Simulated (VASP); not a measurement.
# Sn2GeO3 (Pm) in VASP: relaxation of cell and atoms with PBE

Aim: the relaxation of cell and atoms of Sn2GeO3 with PBE.

Everything below comes from runs of VASP 6.6.1. Logs are shortened: lines on timing, memory, paths and dates and some standing lists are left out, and cuts for length are marked.

## 1. The crystal as given

It takes space group Pm (No. 6, monoclinic). The conventional cell has a = 4.151 Å, b = 3.521 Å, c = 14.657 Å, α = 90.00°, β = 90.28°, γ = 90.00°. Sn (site symmetry m) has 4 O at 2.20 to 2.31 Å as nearest neighbours. Sn (site symmetry m) is surrounded by 4 O at 2.20 to 2.31 Å. Sn (site symmetry m) has 4 O at 2.20 to 2.31 Å as nearest neighbours. Sn (site symmetry m) is surrounded by 4 O at 2.20 to 2.31 Å. Ge (site symmetry m) has 3 O at 1.90 to 2.07 Å as nearest neighbours. Ge (site symmetry m) is surrounded by 3 O at 1.90 to 2.07 Å. O (site symmetry m) has 4 Sn at 2.20 to 2.31 Å as nearest neighbours. O (site symmetry m) is surrounded by 4 Sn at 2.20 to 2.31 Å.

The cell was built by a generator and needn't be a form met in nature.

## 2. Relaxation of cell and atoms, PBE

Contents of INCAR:

```
SYSTEM = Sn2GeO3
PREC = Accurate ; ENCUT = 520
EDIFF = 1E-6 ; ISMEAR = 0
SIGMA = 0.03 ; LREAL = .False.
LASPH = .True. ; NELM = 120
ALGO = Normal ; ISIF = 3
LWAVE = .False. ; LCHARG = .False.
GGA = PE ; IBRION = 2
NSW = 90 ; EDIFFG = -0.01
KPAR = 8
```

Contents of KPOINTS:

```
Automatic mesh
0
Gamma
  6 8 2
  0 0 0
```

Contents of POSCAR:

```
Sn2GeO3
1.0
    4.1513103900      0.0000000000      0.0000000000
    0.0000000000      3.5205130200      0.0000000000
   -0.0708010800      0.0000000000     14.6570617700
Sn Ge O
4 2 6
Direct
    0.0074233500      0.0000000000      0.4029262300
    0.5057164000      0.5000000000      0.2437086100
    0.5065513900      0.5000000000      0.5933947300
    0.0104316800      0.0000000000      0.7526586100
    0.9377480600      0.0000000000      0.0687154000
    0.4352996200      0.5000000000      0.9307967200
    0.5059155500      0.0000000000      0.3341736400
    0.0054632800      0.5000000000      0.3127241600
    0.5520598700      0.0000000000      0.9981719800
    0.0518923900      0.5000000000      0.0014401900
    0.0074227400      0.5000000000      0.6620798800
    0.5077943500      0.0000000000      0.6836837700
```

Potentials or basis: VASP PAW PBE potentials, release 64 (Sn_d, Ge_d, O).

Started as:

```console
cat potpaw_PBE.64/Sn_d/POTCAR potpaw_PBE.64/Ge_d/POTCAR potpaw_PBE.64/O/POTCAR > POTCAR
mpirun -np 8 vasp_std > vasp.out
```

OUTCAR:

```text
SYSTEM = Sn2GeO3
   PREC = Accurate
   ENCUT = 520
   EDIFF = 1E-6
   ISMEAR = 0
   LREAL = .False.
   LASPH = .True.
   NELM = 120
   ISIF = 3
   GGA = PE
   IBRION = 2
   NSW = 90
   EDIFFG = -0.01

 ion  position               nearest neighbor table
   1  0.007  0.000  0.403-   8 2.20   8 2.20   7 2.31   7 2.31   2 3.58   2 3.58   2 3.59   2 3.59

   2  0.506  0.500  0.244-   7 2.20   7 2.20   8 2.30   8 2.31   1 3.58   1 3.58   1 3.59   1 3.59

   3  0.507  0.500  0.593-  12 2.20  12 2.20  11 2.31  11 2.31   4 3.58   4 3.58   4 3.59   4 3.59

   4  0.010  0.000  0.753-  11 2.20  11 2.20  12 2.30  12 2.31   3 3.58   3 3.58   3 3.59   3 3.59

   5  0.938  0.000  0.069-   9 1.90  10 2.07  10 2.07
   6  0.435  0.500  0.931-  10 1.90   9 2.07   9 2.07
   7  0.506  0.000  0.334-   2 2.20   2 2.20   1 2.31   1 2.31
   8  0.005  0.500  0.313-   1 2.20   1 2.20   2 2.30   2 2.31
   9  0.552  0.000  0.998-   5 1.90   6 2.07   6 2.07
  10  0.052  0.500  0.001-   6 1.90   5 2.07   5 2.07
  11  0.007  0.500  0.662-   4 2.20   4 2.20   3 2.31   3 2.31
  12  0.508  0.000  0.684-   3 2.20   3 2.20   4 2.30   4 2.31

  LATTYP: Found a simple monoclinic cell.
 ALAT       =     4.1513103900
 B/A-ratio  =     0.8480486134
 C/A-ratio  =     3.5307484612
 COS(beta)  =    -0.0048304534

  Lattice vectors:

 A1 = (   4.1513103900,   0.0000000000,   0.0000000000)
 A2 = (   0.0000000000,   3.5205130200,   0.0000000000)
 A3 = (  -0.0708010800,   0.0000000000,  14.6570617700)

Analysis of symmetry for initial positions (statically):
=====================================================================
 Subroutine PRICEL returns:
 Original cell was already a primitive cell.

 Routine SETGRP: Setting up the symmetry group for a
 simple monoclinic supercell.

 Subroutine GETGRP returns: Found  2 space group operations
 (whereof  2 operations were pure point group operations)
 out of a pool of  4 trial point group operations.

The static configuration has the point symmetry C_1h.

Analysis of symmetry for dynamics (positions and initial velocities):
=====================================================================
 Subroutine PRICEL returns:
 Original cell was already a primitive cell.

 Routine SETGRP: Setting up the symmetry group for a
 simple monoclinic supercell.

 Subroutine GETGRP returns: Found  2 space group operations
 (whereof  2 operations were pure point group operations)
 out of a pool of  4 trial point group operations.

The dynamic configuration has the point symmetry C_1h.

 Subroutine INISYM returns: Found  2 space group operations
 (whereof  2 operations are pure point group operations),
 and found     1 'primitive' translations

----------------------------------------------------------------------------------------

                                     Primitive cell

  volume of cell :     214.2092

  direct lattice vectors                    reciprocal lattice vectors
     4.151310390  0.000000000  0.000000000     0.240887794  0.000000000  0.001163611
     0.000000000  3.520513020  0.000000000     0.000000000  0.284049510  0.000000000
    -0.070801080  0.000000000 14.657061770     0.000000000  0.000000000  0.068226498

  length of vectors
     4.151310390  3.520513020 14.657232772     0.240890604  0.284049510  0.068226498

  position of ions in fractional coordinates (direct lattice)
     0.007423350  0.000000000  0.402926230
     0.505716400  0.500000000  0.243708610
     0.506551390  0.500000000  0.593394730
     0.010431680  0.000000000  0.752658610
     0.937748060  0.000000000  0.068715400
     0.435299620  0.500000000  0.930796720
     0.505915550  0.000000000  0.334173640
     0.005463280  0.500000000  0.312724160
     0.552059870  0.000000000  0.998171980
     0.051892390  0.500000000  0.001440190
     0.007422740  0.500000000  0.662079880
     0.507794350  0.000000000  0.683683770

  ion indices of the primitive-cell ions
   primitive index   ion index
                 1           1
                 2           2
                 3           3
                 4           4
                 5           5
                 6           6
                 7           7
                 8           8
                 9           9
                10          10
                11          11
                12          12

----------------------------------------------------------------------------------------

 KPOINTS: Automatic mesh

Automatic generation of k-mesh.
 Grid dimensions read from file:
 generate k-points for:    6    8    2

 Generating k-lattice:

  Cartesian coordinates                     Fractional coordinates (reciprocal lattice)
     0.040147966  0.000000000  0.000193935     0.166666667  0.000000000  0.000000000
     0.000000000  0.035506189  0.000000000     0.000000000  0.125000000  0.000000000
     0.000000000  0.000000000  0.034113249     0.000000000  0.000000000  0.500000000

  Length of vectors
     0.040148434  0.035506189  0.034113249

  Shift w.r.t. Gamma in fractional coordinates (k-lattice)
     0.000000000  0.000000000  0.000000000

 Subroutine IBZKPT returns following result:
 ===========================================

 Found     40 irreducible k-points:

 Following reciprocal coordinates:
            Coordinates               Weight
  0.000000  0.000000  0.000000      1.000000
  0.166667  0.000000  0.000000      2.000000
  0.333333  0.000000  0.000000      2.000000
  0.500000  0.000000  0.000000      1.000000
  0.000000  0.125000  0.000000      2.000000
  0.166667  0.125000  0.000000      4.000000
[... 16 lines left out ...]
  0.333333  0.000000  0.500000      2.000000
  0.500000  0.000000  0.500000      1.000000
 [... further k-points ...]
   k-points           NKPTS =     40   k-points in BZ     NKDIM =     40   number of bands    NBANDS=     72
   number of dos      NEDOS =    301   number of ions     NIONS =     12
   total plane-waves  NPLWV = 100352
   dimension x,y,z NGX =    32 NGY =   28 NGZ =  112
   dimension x,y,z NGXF=    64 NGYF=   56 NGZF=  224
   ions per type =               4   2   6
   NGX,Y,Z   is equivalent  to a cutoff of  12.81, 13.22, 12.70 a.u.
   NGXF,Y,Z  is equivalent  to a cutoff of  25.63, 26.44, 25.41 a.u.
 SYSTEM =  Sn2GeO3
   PREC   = accura    normal or accurate (medium, high low for compatibility)
   ISTART =      0    job   : 0-new  1-cont  2-samecut
   ICHARG =      2    charge: 1-file 2-atom 10-const
   ISPIN  =      1    spin polarized calculation?
   LNONCOLLINEAR =      F non collinear calculations
   LSORBIT =      F    spin-orbit coupling
   LASPH  =      T    aspherical Exc in radial PAW
   ENCUT  =  520.0 eV  38.22 Ry    6.18 a.u.   7.72  6.55 27.25*2*pi/ulx,y,z
   NELM   =    120;   NELMIN=  2; NELMDL= -5     # of ELM steps
   EDIFF  = 0.1E-05   stopping-criterion for ELM
   LREAL  =      F    real-space projection
   EDIFFG = -.1E-01   stopping-criterion for IOM
   NSW    =     90    number of steps for IOM
   IBRION =      2    ionic relax: 0-MD 1-quasi-New 2-CG
   NFREE  =      1    steps in history (QN), initial steepest desc. (CG)
   ISIF   =      3    stress and relaxation
   ISYM   =      2    0-nonsym 1-usesym 2-fastsym
   POTIM  = 0.5000    time-step for ionic-motion
   TEBEG  =    0.0;   TEEND  =   0.0 temperature during run
   PSTRESS=    0.0 pullay stress
   NELECT =     120.0000    total number of electrons
   NUPDOWN=      -1.0000    fix difference up-down
   EMIN   =  10.00;   EMAX   =-10.00  energy-range for DOS
   EFERMI =   0.00;   METHOD = LEGACY
   ISMEAR =     0;   SIGMA  =   0.03  broadening in eV -4-tet -1-fermi 0-gaus
   EFERMI_NEDOS =   21; number of points for ismear=-14 and -15
   IALGO  =     38    algorithm
   IMIX   =      4    mixing-type and parameters
     AMIX     =   0.40;   BMIX     =  1.00
     AMIX_MAG =   1.60;   BMIX_MAG =  1.00
  volume/ion in A,a.u.               =      17.85       120.46
  Fermi-wavevector in a.u.,A,eV,Ry     =   1.349551  2.550281 24.780117  1.821287
  Thomas-Fermi vector in A             =   2.477128
   LORBIT       =      0    0 simple, 1 ext, 2 COOP (PROOUT), +10 PAW based schemes
   GGA     = PE    functional components
   LHFCALC =     F    Hartree Fock is set to
   AEXX    =    0.0000 exact exchange contribution
   IVDW    =     0    specifies the selected vdW correction
   LEPSILON=     F    determine dielectric tensor
   LRPA    =     F    only Hartree local field effects (RPA)
 conjugate gradient relaxation of ions
 non-spin polarized calculation
 Gauss-broadening in eV      SIGMA  =   0.03
  energy-cutoff  :      520.00
  volume of cell :      214.21
 maximum number of plane-waves:      5806
 NGX is ok and might be reduce to    32
   NGX = 15   NGY = 13   NGZ = 55

--------------------------------------- Ionic step        1  -------------------------------------------

 number of electron     120.0000015 magnetization

 Free energy of the ion-electron system (eV)
  ---------------------------------------------------
  ext. energy  EPLUGINS =         0.00000000
  ---------------------------------------------------
  free energy    TOTEN  =       -68.63655168 eV

  energy without entropy =      -68.63655168  energy(sigma->0) =      -68.63655168

------------------------ aborting loop because EDIFF is reached ----------------------------------------

  FORCE on cell =-STRESS in cart. coord.  units (eV):
  Direction    XX          YY          ZZ          XY          YZ          ZX
  --------------------------------------------------------------------------------------
  -------------------------------------------------------------------------------------
  Total        0.4908717      0.1758046      0.2737542      0.0000000      0.0000000      0.0796998
  in kB        3.6714746      1.3149305      2.0475439      0.0000000      0.0000000      0.5961146
  external PRESSURE =       2.3446497 kB  Pullay stress =       0.0000000 kB
[... 119 lines left out ...]
  FREE ENERGIE OF THE ION-ELECTRON SYSTEM (eV)
  ---------------------------------------------------
  free  energy   TOTEN  =       -68.6371401105 eV

  energy  without entropy=      -68.6371401105  energy(sigma->0) =      -68.63714011

[... ionic steps 4 to 12 ...]

--------------------------------------- Ionic step       13  -------------------------------------------

 number of electron     120.0000004 magnetization

------------------------ aborting loop because EDIFF is reached ----------------------------------------

  FORCE on cell =-STRESS in cart. coord.  units (eV):
  Direction    XX          YY          ZZ          XY          YZ          ZX
  --------------------------------------------------------------------------------------
  -------------------------------------------------------------------------------------
  Total       -0.0039721      0.0139706     -0.0182136      0.0000000      0.0000000     -0.0042410
  in kB       -0.0293460      0.1032151     -0.1345629      0.0000000      0.0000000     -0.0313328
  external PRESSURE =      -0.0202313 kB  Pullay stress =       0.0000000 kB
[... 77 lines left out ...]
  energy  without entropy=      -68.6394483877  energy(sigma->0) =      -68.63944839

--------------------------------------- Ionic step       15  -------------------------------------------

 number of electron     120.0000004 magnetization

 Free energy of the ion-electron system (eV)
  ---------------------------------------------------
  ext. energy  EPLUGINS =         0.00000000
  ---------------------------------------------------
  free energy    TOTEN  =       -68.63947750 eV

  energy without entropy =      -68.63947750  energy(sigma->0) =      -68.63947750

 E-fermi :   5.4465     XC(G=0):  -9.8382

 val. band max:        5.2572573262   @ k =   0.0000   0.2500   0.0000
 cond. band min:       6.1508948208   @ k =   0.5000   0.5000   0.0000
 fundamental gap:      0.8936374946
 Fermi energy:         5.4465358689

 k-point     1 :       0.0000    0.0000    0.0000
  band No.  band energies     occupation
      1     -19.4492      2.00000
      2     -19.3623      2.00000
      3     -19.3604      2.00000
      4     -19.3510      2.00000
      5     -19.3464      2.00000
      6     -19.3029      2.00000
[... 1789 lines left out ...]
     71      11.3871      0.00000
     72      11.4082      0.00000

 [... further k-points ...]

------------------------ aborting loop because EDIFF is reached ----------------------------------------

  FORCE on cell =-STRESS in cart. coord.  units (eV):
  Direction    XX          YY          ZZ          XY          YZ          ZX
  --------------------------------------------------------------------------------------
  -------------------------------------------------------------------------------------
  Total        0.0139642      0.0212185     -0.0289948      0.0000000      0.0000000     -0.0156966
  in kB        0.1031845      0.1567875     -0.2142481      0.0000000      0.0000000     -0.1159854
  external PRESSURE =       0.0152413 kB  Pullay stress =       0.0000000 kB
[... 27 lines left out ...]
  FREE ENERGIE OF THE ION-ELECTRON SYSTEM (eV)
  ---------------------------------------------------
  free  energy   TOTEN  =       -68.6394775040 eV

  energy  without entropy=      -68.6394775040  energy(sigma->0) =      -68.63947750

 reached required accuracy - stopping structural energy minimisation
```

Run time: 12 min. Hardware: 8 MPI ranks of Intel Xeon Platinum 8488C (Sapphire Rapids), shared host; peak memory 0.64 GiB.

What came out:

```
Free energy                            : -68.6395 eV
Relaxed volume                         : 18.07 Å³/atom
Relaxed cell                           : a = 4.182 Å, b = 3.502 Å, c = 14.806 Å, α = 90.00°, β = 89.95°, γ = 90.00°
Space group after relaxing (to 0.05 Å) : Pmn2_1 (No. 31)
Energy gained by relaxing              : 0.2 meV/atom
Ionic steps                            : 15
Pressure after relaxing                : 0.0 GPa
Largest force after relaxing           : 0.009 eV/Å
Band gap on the k mesh                 : 0.89 eV, indirect (least direct gap 1.69 eV)
```

Forces in eV/Å, atoms in the order of the input:
```
Sn   0.003  0.000  0.008
Sn   0.003  0.000 -0.002
Sn   0.001  0.000 -0.004
Sn   0.001  0.000  0.004
Ge   0.000  0.000 -0.001
Ge  -0.005  0.000 -0.007
O    0.001  0.000  0.000
O    0.002  0.000 -0.002
O   -0.001  0.000 -0.001
O   -0.004  0.000 -0.001
O    0.001  0.000  0.000
O    0.000  0.000  0.006
```

The path:
| step | energy change (eV) | largest force (eV/Å) | pressure (GPa) | volume (Å³) |
| --- | --- | --- | --- | --- |
| 1 | 0.0000 | 0.0278 | 0.23 | 214.21 |
| 2 | -0.0005 | 0.0689 | -0.10 | 215.02 |
| 3 | -0.0006 | 0.0486 | -0.05 | 214.82 |
| 4 | -0.0010 | 0.0407 | 0.02 | 215.00 |
| 5 | -0.0012 | 0.0357 | 0.05 | 215.19 |
| 6 | -0.0016 | 0.0228 | 0.01 | 215.51 |
| 7 | -0.0018 | 0.0456 | -0.05 | 215.88 |
| 8 | -0.0021 | 0.0404 | -0.02 | 216.01 |
| 9 | -0.0023 | 0.0355 | 0.00 | 216.15 |
| 10 | -0.0025 | 0.0591 | 0.05 | 216.44 |
| 11 | -0.0028 | 0.0324 | -0.04 | 216.77 |
| 12 | -0.0028 | 0.0252 | -0.07 | 216.93 |
| 13 | -0.0029 | 0.0146 | 0.00 | 216.86 |
| 14 | -0.0029 | 0.0130 | -0.01 | 216.87 |
| 15 | -0.0029 | 0.0086 | 0.00 | 216.83 |

Final structure:
```
Sn Ge O
1.0
     4.18181    0.00000    0.01176
     0.00000    3.50185    0.00000
    -0.02997    0.00000   14.80639
Sn Ge O
4 2 6
Cartesian
  0.0159 0.0000 5.9564
  2.1171 1.7509 3.6323
  2.1091 1.7509 8.8079
  0.0158 0.0000 11.1328
  3.9058 0.0000 1.0120
  1.7916 1.7509 13.7912
  2.1097 0.0000 4.9665
  0.0184 1.7509 4.6244
  2.2734 0.0000 14.7900
  0.2125 1.7509 0.0039
  0.0151 1.7509 9.7983
  2.1044 0.0000 10.1402
```

Levels at points of the mesh, in eV from the valence-band top:
| k point | band 57 | band 58 | band 59 | band 60 | band 61 | band 62 | band 63 | band 64 |
| --- | --- | --- | --- | --- | --- | --- | --- | --- |
| (0.00, 0.00, 0.00) | -2.14 | -1.04 | -0.92 | -0.29 | 1.44 | 2.07 | 2.34 | 2.96 |
| (0.50, 0.00, 0.00) | -1.83 | -1.81 | -1.38 | -1.37 | 2.42 | 2.43 | 2.82 | 2.83 |
| (0.00, 0.50, 0.00) | -1.48 | -1.48 | -1.32 | -1.32 | 2.50 | 2.50 | 2.57 | 2.59 |
| (0.50, 0.50, 0.00) | -1.60 | -1.60 | -1.36 | -1.36 | 0.89 | 0.90 | 1.88 | 1.89 |
| (0.00, 0.00, 0.50) | -2.05 | -1.60 | -0.59 | -0.24 | 1.46 | 2.02 | 2.35 | 2.80 |
| (0.50, 0.00, 0.50) | -2.00 | -1.99 | -1.30 | -1.29 | 2.34 | 2.35 | 2.98 | 2.98 |
| (0.00, 0.50, 0.50) | -1.61 | -1.60 | -1.27 | -1.27 | 2.50 | 2.50 | 2.56 | 2.58 |
| (0.50, 0.50, 0.50) | -1.55 | -1.54 | -1.43 | -1.43 | 1.04 | 1.05 | 1.44 | 1.44 |

Caveat: spin-orbit coupling is left out, which moves the levels of the heavy elements. A k mesh can miss the band edges.
